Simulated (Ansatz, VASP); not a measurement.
# Ca3Lu: VASP beside Ansatz

```
CELL_PARAMETERS angstrom
5.46693 0.00000 0.00000
0.00000 5.46693 0.00000
0.00000 0.00000 5.46693
ATOMIC_POSITIONS crystal
Lu 0.50000 0.50000 0.50000
Ca 0.00000 0.00000 0.50000
Ca 0.00000 0.50000 0.00000
Ca 0.50000 0.00000 0.00000
```

Change from the starting cell: volume scaled by 1.06.

Alike in both runs: task single point; functional PBE; k mesh 5 × 5 × 5; occupations fermi-dirac, width 0.05 eV; no spin polarisation.

|  | VASP | Ansatz |
| --- | --- | --- |
| version | VASP 6.6.1 | Ansatz 0.2.0 |
| potentials or method | VASP PAW PBE potentials, release 64 (Lu, Ca_sv) | Ansatz PAW |
| plane-wave cutoff (eV) | 520 | 420 |
| valence electrons in the cell | 55 | 55 |

|  | VASP | Ansatz | Ansatz less VASP |
| --- | --- | --- | --- |
| gap on the k mesh at the Fermi level (eV) | none | none | - |
| pressure (GPa) | -1.2 | -1.2 | -0.01 |

A gap of «none» marks a metal or a gap that the smearing closes.

The runs have no spin-orbit coupling, so splittings on Lu are missing.
